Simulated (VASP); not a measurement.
Data:

```xyz
1
Lattice="-2.0825 2.0825 2.0825 2.0825 -2.0825 2.0825 2.0825 2.0825 -2.0825" Properties=species:S:1:pos:R:3 pbc="T T T"
Na     0.0000     0.0000     0.0000
```

All values below come from PBE GGA with D3 dispersion (zero damping), VASP's PBE PAW potentials (set 64) (plane waves; VASP). Run with 520 eV cut-off, Gaussian smearing of 0.050 eV, potentials Na_pv.

Predict the band gap (along the path) with the smallest direct gap where there is one.

| Quantity | Result |
|---|---|
| band gap (along the path) | none (metal, semimetal or under 0.01 eV) |

Total energies compare only between runs with the same potentials, cut-off and functional.

The compound is Na in the bcc structure. It was relaxed first, which changed the volume by -7 %.
